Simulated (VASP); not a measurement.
# CaTiS2 (P-3m1) in VASP: single point with r2SCAN

Aim: the single point of CaTiS2 with r2SCAN.

All numbers are computed with VASP 6.6.1; they aren't measurements. Logs are shortened: lines on timing, memory, paths and dates and some standing lists are left out, and cuts for length are marked.

**1. The structure**

The structure is trigonal, space group P-3m1 (No. 164). The conventional cell has a = 3.645 Å, b = 3.645 Å, c = 6.542 Å, α = 90.00°, β = 90.00°, γ = 120.00°. Ca (site symmetry -3m) is surrounded by 6 S at 2.79 Å. Around Ti (site symmetry -3m) lie 6 S at 2.55 Å. S (site symmetry 3m) has 3 Ti at 2.55 Å and 3 Ca at 2.79 Å as nearest neighbours.

The cell comes from a database or a generator and needn't be the stable form of this composition.

**2. Single point, r2SCAN**

The input, POSCAR:

```
CaTiS2
1.0
    3.6451379100      0.0000000000      0.0000000000
   -1.8225689500      3.1567820300      0.0000000000
    0.0000000000      0.0000000000      6.5415020000
Ca Ti S
1 1 2
Direct
    0.0000000000      0.0000000000      0.5000000000
    0.0000000000      0.0000000000      0.0000000000
    0.3333333300      0.6666666700      0.7803370000
    0.6666666700      0.3333333300      0.2196630000
```

The input, INCAR.step1:

```
  PREC = Accurate
  ENCUT = 520
  ISMEAR = -5
  SIGMA = 0.1
  LREAL = F
  LASPH = T
  NELM = 100
  LMAXMIX = 4
  NBANDS = 25
  GGA = PE
  ALGO = Normal
  EDIFF = 1E-4
  LWAVE = T
  LCHARG = F
```

The input, INCAR.step2:

```
  PREC = Accurate
  ENCUT = 520
  EDIFF = 1E-6
  ISMEAR = -1
  SIGMA = 0.1
  LREAL = F
  LASPH = T
  NELM = 100
  ALGO = Normal
  ISIF = 2
  LWAVE = F
  LCHARG = F
  LMAXMIX = 4
  METAGGA = R2SCAN
  LMIXTAU = T
  LORBIT = 10
  NBANDS = 25
  ISTART = 1
```

The input, KPOINTS:

```
Automatic mesh
0
Gamma
  8 8 4
```

Potentials or basis: VASP PAW PBE potentials, release 64 (Ca_sv, Ti_sv, S).

Run with:

```
> cat potpaw_PBE.64/Ca_sv/POTCAR potpaw_PBE.64/Ti_sv/POTCAR potpaw_PBE.64/S/POTCAR > POTCAR
> cp INCAR.step1 INCAR
> mpirun -np 1 vasp_std > vasp.out
> cp INCAR.step2 INCAR
> mpirun -np 1 vasp_std > vasp.out
```

OUTCAR:

```text
PREC = Accurate
   ENCUT = 520
   EDIFF = 1E-6
   ISMEAR = -1
   LREAL = F
   LASPH = T
   NELM = 100
   ISIF = 2
   METAGGA = R2SCAN
   LORBIT = 10
   ISTART = 1

 ion  position               nearest neighbor table
   1  0.000  0.000  0.500-   3 2.79   4 2.79   3 2.79   4 2.79   4 2.79   3 2.79
   2  0.000  0.000  0.000-   3 2.55   4 2.55   3 2.55   4 2.55   4 2.55   3 2.55
   3  0.333  0.667  0.780-   2 2.55   2 2.55   2 2.55   1 2.79   1 2.79   1 2.79
   4  0.667  0.333  0.220-   2 2.55   2 2.55   2 2.55   1 2.79   1 2.79   1 2.79

  LATTYP: Found a hexagonal cell.
 ALAT       =     3.6451379100
 C/A-ratio  =     1.7945828557

  Lattice vectors:

 A1 = (   3.6451379100,   0.0000000000,   0.0000000000)
 A2 = (  -1.8225689500,   3.1567820300,   0.0000000000)
 A3 = (   0.0000000000,   0.0000000000,   6.5415020000)

Analysis of symmetry for initial positions (statically):
=====================================================================
 Subroutine PRICEL returns:
 Original cell was already a primitive cell.

 Routine SETGRP: Setting up the symmetry group for a
 hexagonal supercell.

 Subroutine GETGRP returns: Found 12 space group operations
 (whereof 12 operations were pure point group operations)
 out of a pool of 24 trial point group operations.

The static configuration has the point symmetry D_3d.

Analysis of symmetry for dynamics (positions and initial velocities):
=====================================================================
 Subroutine PRICEL returns:
 Original cell was already a primitive cell.

 Routine SETGRP: Setting up the symmetry group for a
 hexagonal supercell.

 Subroutine GETGRP returns: Found 12 space group operations
 (whereof 12 operations were pure point group operations)
 out of a pool of 24 trial point group operations.

The dynamic configuration has the point symmetry D_3d.

 Subroutine INISYM returns: Found 12 space group operations
 (whereof 12 operations are pure point group operations),
 and found     1 'primitive' translations

----------------------------------------------------------------------------------------

                                     Primitive cell

  volume of cell :      75.2724

  direct lattice vectors                    reciprocal lattice vectors
[... 98 lines left out ...]
   ISYM   =      2    0-nonsym 1-usesym 2-fastsym
   POTIM  = 0.5000    time-step for ionic-motion
   TEBEG  =    0.0;   TEEND  =   0.0 temperature during run
   PSTRESS=    0.0 pullay stress
   NELECT =      34.0000    total number of electrons
   NUPDOWN=      -1.0000    fix difference up-down
   EMIN   =  10.00;   EMAX   =-10.00  energy-range for DOS
   EFERMI =   0.00;   METHOD = LEGACY
   ISMEAR =    -1;   SIGMA  =   0.10  broadening in eV -4-tet -1-fermi 0-gaus
   EFERMI_NEDOS =   21; number of points for ismear=-14 and -15
   IALGO  =     38    algorithm
   IMIX   =      4    mixing-type and parameters
     AMIX     =   0.40;   BMIX     =  1.00
     AMIX_MAG =   1.60;   BMIX_MAG =  1.00
  volume/ion in A,a.u.               =      18.82       126.99
  Fermi-wavevector in a.u.,A,eV,Ry     =   1.256095  2.373675 21.466924  1.577774
  Thomas-Fermi vector in A             =   2.389820
   LORBIT       =     10    0 simple, 1 ext, 2 COOP (PROOUT), +10 PAW based schemes
   METAGGA = R2SCAN    functional components
   LHFCALC =     F    Hartree Fock is set to
   AEXX    =    0.0000 exact exchange contribution
   IVDW    =     0    specifies the selected vdW correction
   LEPSILON=     F    determine dielectric tensor
   LRPA    =     F    only Hartree local field effects (RPA)
 non-spin polarized calculation
  energy-cutoff  :      520.00
  volume of cell :       75.27
 maximum number of plane-waves:      2046
 NGX is ok and might be reduce to    28

 number of electron      34.0000002 magnetization

 Free energy of the ion-electron system (eV)
  ---------------------------------------------------
  ext. energy  EPLUGINS =         0.00000000
  ---------------------------------------------------
  free energy    TOTEN  =       -43.10357538 eV

  energy without entropy =      -43.01936362  energy(sigma->0) =      -43.06146950

 E-fermi :   7.4662     XC(G=0): -10.9005

 val. band max:        7.4539879009   @ k =   0.0000   0.0000   0.5000
 cond. band min:       7.4707369134   @ k =   0.1250  -0.0000   0.0000
 fundamental gap:      0.0167490125
 Fermi energy:         7.4661815950

 k-point     1 :       0.0000    0.0000    0.0000
  band No.  band energies     occupation
      1     -52.7598      2.00000
      2     -35.7886      2.00000
      3     -28.0548      2.00000
      4     -28.0548      2.00000
      5     -27.8364      2.00000
      6     -16.0040      2.00000
[... 661 lines left out ...]
     24      11.7934      0.00000
     25      12.3344      0.00000

 [... further k-points ...]

------------------------ aborting loop because EDIFF is reached ----------------------------------------

  FORCE on cell =-STRESS in cart. coord.  units (eV):
  Direction    XX          YY          ZZ          XY          YZ          ZX
  --------------------------------------------------------------------------------------
  -------------------------------------------------------------------------------------
  Total        0.1270386      0.1270386     -0.0478706      0.0000000      0.0000000      0.0000000
  in kB        2.7040218      2.7040218     -1.0189275      0.0000000      0.0000000      0.0000000
  external PRESSURE =       1.4630387 kB  Pullay stress =       0.0000000 kB

 VOLUME and BASIS-vectors are now :
 -----------------------------------------------------------------------------
  energy-cutoff  :      520.00
  volume of cell :       75.27
      direct lattice vectors                 reciprocal lattice vectors
     3.645137910  0.000000000  0.000000000     0.274338043  0.158389142  0.000000000
    -1.822568950  3.156782030  0.000000000     0.000000000  0.316778286  0.000000000
     0.000000000  0.000000000  6.541502000     0.000000000  0.000000000  0.152870090

 POSITION                                       TOTAL-FORCE (eV/Angst)
 -----------------------------------------------------------------------------------
      0.00000      0.00000      3.27075        -0.000000      0.000000      0.000000
      0.00000      0.00000      0.00000        -0.000000      0.000000      0.000000
     -0.00000      2.10452      5.10458         0.000000     -0.000000     -0.043305
      1.82257      1.05226      1.43693        -0.000000      0.000000      0.043305
 -----------------------------------------------------------------------------------
    total drift:                               -0.000000      0.000000      0.000000

  FREE ENERGIE OF THE ION-ELECTRON SYSTEM (eV)
  ---------------------------------------------------
  free  energy   TOTEN  =       -43.1035753837 eV

  energy  without entropy=      -43.0193636238  energy(sigma->0) =      -43.06146950

 total charge

# of ion       s       p       d       tot
------------------------------------------
    1        2.034   5.866   0.314   8.214
    2        2.136   6.101   1.898  10.134
    3        1.303   2.496   0.000   3.800
    4        1.303   2.496   0.000   3.800
--------------------------------------------------
tot          6.777  16.959   2.212  25.948
```

OUTCAR.step1:

```text
PREC = Accurate
   ENCUT = 520
   ISMEAR = -5
   LREAL = F
   LASPH = T
[... 904 lines left out ...]
      0.00000      0.00000      3.27075        -0.000000      0.000000      0.000000
      0.00000      0.00000      0.00000        -0.000000      0.000000      0.000000
     -0.00000      2.10452      5.10458         0.000000      0.000000      0.024119
      1.82257      1.05226      1.43693        -0.000000     -0.000000     -0.024119
 -----------------------------------------------------------------------------------
    total drift:                               -0.000000      0.000000      0.000000

  FREE ENERGIE OF THE ION-ELECTRON SYSTEM (eV)
  ---------------------------------------------------
  free  energy   TOTEN  =       -24.1982494578 eV

  energy  without entropy=      -24.1982494578  energy(sigma->0) =      -24.19824946
```

It took 5.2 min on 1 thread of Intel Xeon Platinum 8259CL at 2.50GHz (Skylake/Cascade Lake), shared host; peak memory 0.25 GiB.

Results:

* Free energy: -43.1036 eV
* Pressure: 0.1 GPa
* Largest force: 0.043 eV/Å
* Band gap on the k mesh: none (metal or under the smearing width)
* Valence electrons inside the program's atomic spheres: Ca 8.21; Ti 10.13; S 3.80

Forces on the atoms (eV/Å):
```
Ca   0.000  0.000  0.000
Ti   0.000  0.000  0.000
S    0.000  0.000 -0.043
S    0.000  0.000  0.043
```

Caveat: the PAW data sets were made with another functional, which shifts forces and pressure a little.
